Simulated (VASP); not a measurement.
The input files of a VASP run:

File KPOINTS:
```
Automatic
0
Gamma
 3 3 4
```

INCAR:
```
# general
SYSTEM   =  TiC
PREC     =  Accurate
ENCUT    =  400
LREAL    =  .FALSE.
LASPH    =  .TRUE.

# electronic loop
EDIFF    =  1E-6
NELM     =  100
ALGO     =  Normal
LMAXMIX  =  4

# smearing
ISMEAR   =  -1
SIGMA    =  0.1

# functional
GGA      =  PE

# ions
ISIF     =  2

# output
LWAVE    =  .FALSE.
LCHARG   =  .FALSE.
```

**POSCAR**
```
TiC
1
    5.4832000000     0.0000000000     0.0000000000
   -2.7416000000     4.7485910000     0.0000000000
    0.0000000000     0.0000000000     4.4244720000
Ti C
3 3
Direct
  0.4995780000   0.0139730000   0.0084790000
  0.5073450000   0.5134140000  -0.0000200000
 -0.0168260000   0.4613540000  -0.0019970000
  0.0008820000  -0.0034210000   0.0179230000
  0.3362480000   0.6742840000   0.4701880000
  0.6727730000   0.3403960000   0.5054280000
```

POTCAR, in this order: Ti_sv C (PBE.64 set). Program: vasp_std.

**Question.** Translate this PBE calculation to Quantum ESPRESSO's pw.x.

**Answer.** One equivalent input (not run):
```
&CONTROL
  calculation = 'scf'
  pseudo_dir = './pseudo'
  outdir = './out'
  tprnfor = .true.
  tstress = .true.
/
&SYSTEM
  ibrav = 0
  nat = 6
  ntyp = 2
  ecutwfc = 84
  occupations = 'smearing'
  smearing = 'fermi-dirac'
  degauss = 0.00735
  input_dft = 'pbe'
/
&ELECTRONS
  conv_thr = 7.3e-08
  electron_maxstep = 100
/
ATOMIC_SPECIES
  Ti 47.867 Ti.upf
  C 12.011 C.upf
CELL_PARAMETERS angstrom
     5.4832000    0.0000000    0.0000000
    -2.7416000    4.7485910    0.0000000
     0.0000000    0.0000000    4.4244720
ATOMIC_POSITIONS crystal
  Ti   0.4995780  0.0139730  0.0084790
  Ti   0.5073450  0.5134140 -0.0000200
  Ti  -0.0168260  0.4613540 -0.0019970
  C    0.0008820 -0.0034210  0.0179230
  C    0.3362480  0.6742840  0.4701880
  C    0.6727730  0.3403960  0.5054280
K_POINTS automatic
  3 3 4 0 0 0
```
The two are equivalent in intent, not identical: the potentials are each code's own (VASP's PAW set, PseudoDojo norm-conserving files in pw.x), so ENCUT and ecutwfc are chosen apart and not converted; conv_thr bounds pw.x's estimated SCF error, while EDIFF bounds the energy change between steps.

The structure was generated: TiC was put into an ordered model structure, which need not be its known phase. The cell was not relaxed at this level. The k-mesh is coarse (spacing up to 0.44 per Å, 2π included), so the numbers may not be converged in it.
